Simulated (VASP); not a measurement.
A convergence study with VASP on FeAl (space group no. 221 when undisturbed): a few settings are varied, all else stays as given below, so the limit is that of these other settings. One atom is moved off its site, so that forces are finite.

```yaml
crystal:
  lattice:
    - [2.91873, 0.00000, 0.00000]
    - [0.00000, 2.91873, 0.00000]
    - [0.00000, 0.00000, 2.91873]
  atoms:
    - { symbol: Al, position: [0.50000, 0.50000, 0.51713] }
    - { symbol: Fe, position: [0.00000, 0.00000, 0.00000] }
```

All values below come from LDA (Ceperley-Alder, Perdew-Zunger), VASP's LDA PAW potentials (set 64) (plane waves; VASP). The last row used: 300 eV cut-off, 18×18×18 Γ-centred mesh, Fermi-Dirac smearing of 0.010 eV, potentials Al Fe.

```json
[
 {"setting": "SIGMA = 1.0", "E (eV/atom)": "-7.3047", "pressure (GPa)": "0.59", "largest force (eV/Å)": "0.324", "irreducible k-points": "550"},
 {"setting": "SIGMA = 0.5", "E (eV/atom)": "-7.1278", "pressure (GPa)": "-11.52", "largest force (eV/Å)": "0.309", "irreducible k-points": "550"},
 {"setting": "SIGMA = 0.3", "E (eV/atom)": "-7.0942", "pressure (GPa)": "-15.38", "largest force (eV/Å)": "0.304", "irreducible k-points": "550"},
 {"setting": "SIGMA = 0.2", "E (eV/atom)": "-7.0812", "pressure (GPa)": "-16.67", "largest force (eV/Å)": "0.304", "irreducible k-points": "550"},
 {"setting": "SIGMA = 0.1", "E (eV/atom)": "-7.0732", "pressure (GPa)": "-17.57", "largest force (eV/Å)": "0.305", "irreducible k-points": "550"},
 {"setting": "SIGMA = 0.01", "E (eV/atom)": "-7.0726", "pressure (GPa)": "-17.99", "largest force (eV/Å)": "0.307", "irreducible k-points": "550"}
]
```

VASP warned of too few bands at SIGMA = 1.0.

Left out are rungs that failed or repeat a setting and relaxations that didn't move; long series are thinned to 24 rows.

The structure is a typed FeAl crystal (space group no. 221). The cell was not relaxed at this level, it is distorted from the ideal structure. The run is not spin-polarised, so no magnetic state was tried. The electron count is odd and the run is not spin-polarised, which forces a metal. VASP warned that the highest band is occupied, so more bands are needed.
